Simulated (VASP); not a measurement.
Method: LDA (Ceperley-Alder, Perdew-Zunger), VASP's LDA PAW potentials (set 64) (plane waves; VASP).

A VASP calculation is set up with these files.

INCAR:
```
SYSTEM = Na
PREC = Accurate; ENCUT = 500; LREAL = .FALSE.
LASPH = .TRUE.
EDIFF = 1E-6; NELM = 100; ALGO = Normal
ISMEAR = 1; SIGMA = 0.1
IBRION = 2; NSW = 40; ISIF = 3
EDIFFG = -0.02
LWAVE = .FALSE.; LCHARG = .FALSE.
```

File POSCAR:
```
Na
1.0
 -2.0162331459   2.0162331459   2.0162331459
  2.0162331459  -2.0162331459   2.0162331459
  2.0162331459   2.0162331459  -2.0162331459
Na
1
Cart
  0.0000000000   0.0000000000   0.0000000000
```

KPOINTS:
```
Automatic
0
G
  13 13 13
```

POTCAR, in this order: Na_pv (LDA.64 set). Program: vasp_std.

The resulting files:

OUTCAR:
```
 ion  position               nearest neighbor table
   1  0.000  0.000  0.000-
  LATTYP: Found a body centered cubic cell.
 ALAT       =     4.0324662918
 Subroutine PRICEL returns:
 Original cell was already a primitive cell.
 Subroutine GETGRP returns: Found 48 space group operations
The static configuration has the point symmetry O_h .
The dynamic configuration has the point symmetry O_h .
 Subroutine INISYM returns: Found 48 space group operations
 Subroutine IBZKPT returns following result:
 Found     84 irreducible k-points:

 Following reciprocal coordinates:
            Coordinates               Weight
  0.000000  0.000000  0.000000      1.000000
  0.076923  0.000000  0.000000     12.000000
  0.153846  0.000000  0.000000     12.000000
  0.230769  0.000000  0.000000     12.000000
  0.307692  0.000000  0.000000     12.000000
  0.384615  0.000000  0.000000     12.000000
  0.461538  0.000000  0.000000     12.000000
  0.076923  0.076923  0.000000     24.000000
  0.153846  0.076923 -0.000000     48.000000
  0.230769  0.076923  0.000000     48.000000
  0.307692  0.076923  0.000000     48.000000
  0.384615  0.076923 -0.000000     48.000000
  0.461538  0.076923  0.000000     24.000000
  0.153846  0.153846  0.000000     24.000000
  0.230769  0.153846  0.000000     48.000000
  0.307692  0.153846  0.000000     48.000000
  0.384615  0.153846  0.000000     48.000000
  0.230769  0.230769  0.000000     24.000000
  0.307692  0.230769  0.000000     48.000000
  0.384615  0.230769 -0.000000     24.000000
  0.307692  0.307692  0.000000     24.000000
  0.076923  0.076923  0.076923      8.000000
  0.153846  0.076923  0.076923     24.000000
  0.230769  0.076923  0.076923     24.000000
  0.307692  0.076923  0.076923     24.000000
...
```

OSZICAR:
```
       N       E                     dE             d eps       ncg     rms          rms(c)
DAV:   1     0.198797426655E+02    0.19880E+02   -0.38834E+03  1176   0.826E+02
DAV:   2    -0.109495081834E+01   -0.20975E+02   -0.20965E+02  1246   0.138E+02
DAV:   3    -0.145265588913E+01   -0.35771E+00   -0.35771E+00  1540   0.258E+01
DAV:   4    -0.145510185784E+01   -0.24460E-02   -0.24460E-02  1456   0.189E+00
DAV:   5    -0.145512813281E+01   -0.26275E-04   -0.26275E-04  1526   0.161E-01    0.211E-01
DAV:   6    -0.145367005345E+01    0.14581E-02   -0.95141E-04  1400   0.543E-01    0.136E-01
DAV:   7    -0.145283716908E+01    0.83288E-03   -0.13440E-03  1267   0.543E-01    0.221E-02
DAV:   8    -0.145282154440E+01    0.15625E-04   -0.96128E-05  1337   0.221E-01    0.250E-03
DAV:   9    -0.145282181808E+01   -0.27368E-06   -0.35336E-07   805   0.874E-03
   1 F= -.14528218E+01 E0= -.14525956E+01  d E =-.145282E+01
```

### OUTCAR
```
------------------------ aborting loop because EDIFF is reached ----------------------------------------
  FORCE on cell =-STRESS in cart. coord.  units (eV):
  Direction    XX          YY          ZZ          XY          YZ          ZX
  --------------------------------------------------------------------------------------
  Total        0.0184367      0.0184367      0.0184367      0.0000000      0.0000000      0.0000000
  in kB        0.9009726      0.9009726      0.9009726      0.0000000      0.0000000      0.0000000
  external PRESSURE =       0.9009726 kB  Pullay stress =       0.0000000 kB
  volume of cell :       32.79
      direct lattice vectors                 reciprocal lattice vectors
    -2.016233146  2.016233146  2.016233146     0.000000000  0.247987194  0.247987194
     2.016233146 -2.016233146  2.016233146     0.247987194  0.000000000  0.247987194
     2.016233146  2.016233146 -2.016233146     0.247987194  0.247987194  0.000000000
 POSITION                                       TOTAL-FORCE (eV/Angst)
 -----------------------------------------------------------------------------------
      0.00000      0.00000      0.00000         0.000000      0.000000      0.000000
 -----------------------------------------------------------------------------------
    total drift:                                0.000000      0.000000      0.000000
  FREE ENERGIE OF THE ION-ELECTRON SYSTEM (eV)
  ---------------------------------------------------
  free  energy   TOTEN  =        -1.4528218181 eV

  energy  without entropy=       -1.4521430787  energy(sigma->0) =       -1.45259557

 reached required accuracy - stopping structural energy minimisation
```
(Selected blocks of OUTCAR.)

The compound is Na in the bcc structure. It was relaxed first, which changed the volume by -15 %.
